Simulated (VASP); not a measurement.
Mg₂Ge (space group Fm-3m): the band gap from VASP (plane waves, PAW) at several levels of theory. Gaps are without spin-orbit coupling. Each level names its cell: its own relaxed one, PBE's, or the starting one. A gap is the smallest over the k-mesh and a band path; hybrids may have named points in place of the path, and GW has the mesh alone.  mBJ is a potential without an energy functional, so only the levels count.

```
level                  band gap (eV)
---------------------  -------------
LDA (own cell)                  0.09
mBJ (TB09) (PBE cell)           0.57
```

The cell of the LDA (own cell) run:

```
Mg2Ge
1.0
    0.00000     3.13272     3.13272
    3.13272     0.00000     3.13272
    3.13272     3.13272     0.00000
Mg Ge
2 1
Cartesian
  4.69908   4.69908   4.69908
  1.56636   1.56636   1.56636
  0.00000   0.00000   0.00000
```

Only levels that ran to the end are used. Left out are those held back, those with too coarse a band path, GW runs whose mesh misses a band edge, hybrids' fits of cells that aren't cubic and levels without matching references; a question may draw on a part of the rest.

The structure comes from a computed database's Mg2Ge entry (Fm-3m); how it stands against other phases isn't given here.
